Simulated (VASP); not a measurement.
Given:

```xyz
1
Lattice="0.0000 1.6788 1.6788 1.6788 0.0000 1.6788 1.6788 1.6788 0.0000" Properties=species:S:1:pos:R:3 pbc="T T T"
Ni     0.0000     0.0000     0.0000
```
Starting moments (μB, in the order of the record's atoms Ni): 0.8.

These are r2SCAN meta-GGA, VASP's PBE PAW potentials (set 64) (plane waves; VASP) values and carry that method's errors. Settings: 480 eV cut-off, 16×16×16 Γ-centred mesh, first-order Methfessel-Paxton smearing of 0.10 eV, potentials Ni.

Question: Predict the cell moment, energy per atom (σ→0), pressure, band gap (on the k-mesh) with the smallest direct gap where there is one.

Answer: 
```json
{
 "band gap (on the k-mesh)": "none (metal, semimetal or under 0.01 eV)",
 "cell_moment": "0.67 μB",
 "energy per atom (σ→0)": "-11.851 eV/atom",
 "pressure": "29.87 GPa"
}
```

Question: Give the moment on each site (PAW-sphere projection).

Answer: 
```json
[
 {"site": "Ni1", "moment (μB)": "0.68"}
]
```

Total energies compare only between runs with the same potentials, cut-off and functional.

The compound is Ni in the fcc structure. It was relaxed first under an external pressure of 30 GPa.
